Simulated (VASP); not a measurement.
```xyz
1
Lattice="0.0000 2.7900 2.7900 2.7900 0.0000 2.7900 2.7900 2.7900 0.0000" Properties=species:S:1:pos:R:3 pbc="T T T"
Ca     0.0000     0.0000     0.0000
```

Level of theory: PBE GGA, VASP's PBE PAW potentials (set 64) (plane waves; VASP 6.6.1). Run with 520 eV cut-off, 11×11×11 Γ-centred mesh, first-order Methfessel-Paxton smearing of 0.10 eV, potentials Ca_sv.

The job: Ca (fcc), 1 atom, PBE, static run, 520 eV, 11×11×11 Γ-centred mesh. Roughly how much core time does it take on a busy server core?

About 10 core-seconds (one run on a shared machine, a rough figure). It had 56 irreducible k-points, 9 bands, up to 1211 plane waves and 12 electronic steps.

The compound is Ca in the fcc structure. This cell is one point of a volume scan, at 1.03 of the reference volume.
